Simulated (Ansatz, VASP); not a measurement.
# Cross-check of Si2Mo between VASP and Ansatz, part 2 of 2

Aim: how closely do two programs agree when they are given the same cell, functional and k mesh? The cell is taken from a series of runs on this material, whose earlier steps may have relaxed, scaled, displaced or heated it; both programs get it as it stands.

VASP 6.6.1 and Ansatz 0.2.0.

So far: Starting point; VASP: zone-centre phonons, PBEsol.

## (3) Ansatz: zone-centre phonons, PBEsol

Level of this step: Ansatz beside VASP: Kohn-Sham DFT, plane waves, PBEsol (Ansatz).

Ansatz runs on its PAW soft_1 files.

The same cell, functional, mesh and smearing now go to Ansatz, which takes its cutoff from its data sets.

Input file input.yaml:

```yaml
crystal:
  lattice:
    - [-1.5633424941, 1.5633424941, 3.9418677633]
    - [1.5633424941, -1.5633424941, 3.9418677633]
    - [1.5633424941, 1.5633424941, -3.9418677633]
  atoms:
    - { symbol: Si, position: [0.3347730943, 0.3347730943, 0.0] }
    - { symbol: Si, position: [0.6652269057, 0.6652269057, 0.0] }
    - { symbol: Mo, position: [0.0, 0.0, 0.0] }
kpoints:
  mp_grid: { grid: [20, 20, 20] }
hamiltonian:
  xc: pbesol
  pseudopotentials: { kind: paw, azcp: { folder: soft_1 }, xc_functional: pbe }
scf:
  occupations: { method: methfessel_paxton, width: 0.2 }
output:
  eigenvalues: true
phonons:
  method: dfpt
```

Command:

```bash
> ansatz run input.yaml --threads 4 --pin off --max-ram 10240MiB --backend cpu --events-out ev --progress --plain --runs-dir out
```

Numbers of over 12 decimals in the logs are rounded to 6 here.

Output:

```text
zone centre: on kpoints.mp_grid the ground state, and the responses unless they are solved on pairs of k-points, stand on 1166 of the mesh's 8000 k-points, reduced under 4 symmetry operations, with k and −k counted as one. Each operation leaves every solved displacement unchanged or reverses it
Engine: ansatz 0.2.0, aarch64-unknown-linux-gnu
Pseudopotentials: kind: paw
Pseudopotential: Si, paw, valence charge 4, recommended cutoff 420 eV (normal), soft_1/Si.paw.azcp
Pseudopotential: Mo, paw, valence charge 14, recommended cutoff 420 eV (normal), soft_1/Mo.paw.azcp
Functional definition: PBEsol
  exchange = pbesol_x
  correlation = pbesol_c
Crystal: 3 atoms, lattice volume = 38.536 Å³
Basis set: ecut = 420 eV, 769 PW (Γ), exchange–correlation on 64×64×64 points (8 copies of the dense FFT grid, shifted against one another)
Bands: 15, of which v1, the nominal top of the filled ones, is band 11 counted from 1 (10 counted from 0)
Symmetry: 16 space group operations
k-points: 1166 of 8000 (irreducible under 4 space group operations, time reversal used)
Non-local potential: Si, projectors of the file, l = 0: 2, l = 1: 2, l = 2: 1
Non-local potential: Mo, projectors of the file, l = 0: 3, l = 1: 2, l = 2: 2, l = 3: 1
PAW form: soft (Blöchl's): semilocal exchange-correlation on the pseudo side does not see the compensation charge
PAW frozen core: Si, regenerated for the run's functional, and the local potential with it (the file was generated under x = pbe(κ = 0.804, μ = 0.219515), c = pbe(β = 0.066725))
PAW frozen core: Mo, regenerated for the run's functional, and the local potential with it (the file was generated under x = pbe(κ = 0.804, μ = 0.219515), c = pbe(β = 0.066725))
PAW one-centre angular grid: Si, 110 points (default); XC on 64 Gauss nodes
PAW one-centre angular grid: Mo, 590 points (default); XC on 64 Gauss nodes
Initial density: superposition of atomic densities (chi_scale 0.1, normalization cell, long waves kept (reshape's long-wave potential 0.00 eV rms))
Initial wavefunctions: pseudopotential atomic-orbital guess
Functional: x = pbesol(κ = 0.804, μ = 0.123457), c = pbesol(β = 0.046)
SCF iter   1: F=—  HF=-6143.452512 eV  |F-HF|=—  |Δ(HF+E_count)|=         —  Δρ=9.30e-2  dr2=4.84e0  ethr=3.10e-3  ⟨swp⟩=5.4  Hψ=100970  notcnv=0
preconditioner: auto → Kerker (q_TF=auto, 2.485 Å⁻¹)  [metal: Δε(μ)=0.006 eV  Ē_g=8.372 eV  σ=0.200 eV  W_gap=0.02  n_scr=10 (ndim 8)  ℏωp=22.4 eV  f_vac=0.000  D(μ)=0.55/eV (n_scr^D=2)]
SCF iter   2: F=—  HF=-6142.324785 eV  |F-HF|=—  |Δ(HF+E_count)|=    1.13e0  S|Δr|=    0.00e0  Δρ=3.21e-2  dr2=2.95e-1  ethr=3.10e-3  ⟨swp⟩=2.1  Hψ=43266  notcnv=0  defer=4
SCF iter   3: F=—  HF=-6142.263629 eV  |F-HF|=—  |Δ(HF+E_count)|=   6.12e-2  S|Δr|=    0.00e0  Δρ=1.47e-2  dr2=6.39e-2  ethr=1.34e-3  ⟨swp⟩=2.1  Hψ=25220  notcnv=0  defer=4
SCF iter   4: F=—  HF=-6142.248630 eV  |F-HF|=—  |Δ(HF+E_count)|=   1.50e-2  S|Δr|=    0.00e0  Δρ=2.49e-3  dr2=2.51e-3  ethr=2.90e-4  ⟨swp⟩=2.6  Hψ=25645  notcnv=0  defer=4
SCF iter   5: F=—  HF=-6142.247900 eV  |F-HF|=—  |Δ(HF+E_count)|=   7.31e-4  S|Δr|=    0.00e0  Δρ=2.86e-4  dr2=5.39e-5  ethr=1.14e-5  ⟨swp⟩=2.8  Hψ=28579  notcnv=0  defer=4
SCF iter   6: F=—  HF=-6142.247889 eV  |F-HF|=—  |Δ(HF+E_count)|=   1.09e-5  S|Δr|=    0.00e0  Δρ=2.64e-5  dr2=2.78e-7  ethr=2.45e-7  ⟨swp⟩=2.2  Hψ=22814  notcnv=0  defer=4
SCF iter   7: F=—  HF=-6142.247889 eV  |F-HF|=—  |Δ(HF+E_count)|=   8.11e-9  S|Δr|=    0.00e0  Δρ=4.19e-6  dr2=6.68e-9  ethr=1.26e-9  ⟨swp⟩=2.3  Hψ=25527  notcnv=0  defer=4
SCF iter   8: F=—  HF=-6142.247889 eV  |F-HF|=—  |Δ(HF+E_count)|=  9.81e-10  S|Δr|=    0.00e0  Δρ=6.82e-7  dr2=1.52e-10  ethr=3.04e-11  ⟨swp⟩=2.7  Hψ=30100  notcnv=0  defer=4
SCF iter   9: F=-6142.247889 eV  HF=-6142.247889 eV  |F-HF|=0.00e0  |Δ(HF+E_count)|=  4.00e-11  S|Δr|=    0.00e0  Δρ=9.27e-8  dr2=3.41e-12  ethr=1.00e-12  ⟨swp⟩=5.8  Hψ=78528  notcnv=0
the search or the solves at the SCF's close seem to have found levels that the self-consistency loop had missed (the run counts 5). By its estimate they hold under 1e-12 electrons; where the run keeps them, the occupations were computed again with them
SCF 1 converged in 9 iterations: F = -6142.247889 eV  dr2 = 3.41e-12
  greatest PAW one-centre occupation: 0.999 electrons in one spin orbital (limit 2), on the Mo atom at site 2 (counted from 0), in its partial waves of l = 0
DFPT response loops at Γ: preconditioner auto → Kerker (q_TF=auto, 2.485 Å⁻¹) (partly filled bands, converged f_vac=0.000); β = 1.00, the filter's whole step (`scf.mixing.beta` (0.50) is not read by the response loops under this deck's `scf.mixing.preconditioner`; to damp them name `kerker` or `kerker_dos`, under which they read `scf.mixing.beta`, and type it under 1.00, their step now; both keys bind the ground state too); Broyden in place of MSR1
SCF converged after 9 iterations
Stability not checked: this state was not tested for a lower state beside it, because cold or Methfessel-Paxton smearing, or corrected tetrahedra, fill the levels in a way that the test cannot read (fill_not_monotonic; see scf.lower_state_search)
Free energy (F): -6142.247889 eV
Harris-Foulkes:  -6142.247889 eV  (|F-HF|=0.00e0)
Internal energy: -6142.248462 eV  (E = F + TS)
E sigma→0 (E₀):  -6142.248032 eV
Entropy (-TS):   0.000573 eV (0.191 meV/atom)
Fermi energy:    16.745205 eV
--- Per-component energies (eV) ---
  E_band       = -31.942979
  E_kinetic    = 516.202172
  E_local      = -1107.243690  (includes V_loc(G=0)·N_el)
  E_nonlocal   = 195.266932
  E_hartree    = 425.680466
  E_xc         = -293.150312
  E_vxc        = -322.904951  (∫ρ·V_xc dr)
  E_paw        = -4150.256266  (= ΣΔE_a)
  E_vpaw       = -164.624483  (= ΣTr[D̂ρ^β])
  E_aug_tail   = 0.000125  (compensation charges beyond the density's cutoff)
  E_ewald      = -1729.020311
  E_core_change = 0.272421  (= ΣΔE_core)
  E_smearing   = 0.000573  (= −TS)
  E_closure    = -0.000000  (closes the sum)
  Σ components = -6142.247889   (vs F -6142.247889, Δ=0.00e0)
--- Band table (eV; the first three rows and the last of 1166) ---
  k-point 0: bands = [... 7 lower, 13.3650, 14.0880, 14.0880, 17.2506, 19.7266, 20.2833, 20.5780, 20.5780]
  k-point 1: bands = [... 7 lower, 13.3942, 13.8572, 14.3770, 16.9297, 19.9230, 19.9486, 20.4161, 20.6140]
  k-point 2: bands = [... 7 lower, 13.2901, 13.4829, 14.8497, 16.1367, 19.4638, 20.2647, 20.3206, 20.7027]
  k-point 1165: bands = [... 7 lower, 14.3461, 16.0620, 16.0620, 16.4239, 16.4239, 17.3743, 21.0846, 22.2250]
--- Phonons (Γ-DFPT): 4 representative perturbations + reference, on 1166 of 8000 k-points (Σ response iterations 12) ---
  k mesh reduced under 4 symmetry operations, with k and −k counted as one. Each operation leaves every solved displacement unchanged or reverses it
  ASR residual: 2.655e-5 → 0.000e0 eV/Å²; symmetrization residual: 3.378e-6 eV/Å²
  ASR residual per site (eV/Å²): 2.66e-5 2.66e-5 1.57e-5
  Γ frequencies (cm⁻¹): 0.00 0.00 0.00 301.76 301.76 323.59 357.93 357.93 434.82
  non-analytic LO–TO correction: not included (Born effective charges unavailable; polar crystals: no LO–TO splitting at Γ)
```

## (4) Differences

Known differences besides the potentials themselves: the cutoff is 420 eV in Ansatz and 500 eV in VASP; Ansatz makes its cores anew for this functional, VASP keeps those of its PBE data sets. Total energies have different zeros and are not compared.

Compared:

```csv
quantity,Ansatz,VASP,difference
optical mode 1 to 2 (cm⁻¹),301.8,303.1,-0.44 %
optical mode 3 (cm⁻¹),323.6,325.0,-0.42 %
optical mode 4 to 5 (cm⁻¹),357.9,358.7,-0.22 %
optical mode 6 (cm⁻¹),434.8,435.4,-0.14 %
```

Modes are paired by rising frequency, not by their patterns, so a pair may set unlike modes beside each other; they are those without the splitting of longitudinal modes.

## (5) Summary of results

* r.m.s. difference of the optical zone-centre modes, each program's sorted by frequency (zone-centre phonons, PBEsol): 1.1 cm⁻¹

The r.m.s. difference of the optical zone-centre modes, each program's sorted by frequency is 1.1 cm⁻¹ (zone-centre phonons, PBEsol). Such differences can come from data sets, numerical settings and the points named under the comparisons, not from the functional's error against experiment.

[Lines on the potential files, build, host, timing and source positions are cut from VASP's logs without a mark.]

[Logs are printed without paths, hosts, clocks, repeated set-up lines and the standing remarks that a program may print on its own settings, such as how far it seeks lower states.]

[Hosts, paths, dates, database ids (printed as entryN), source tags and the programs' standing remarks are cut or masked in the printed files.]
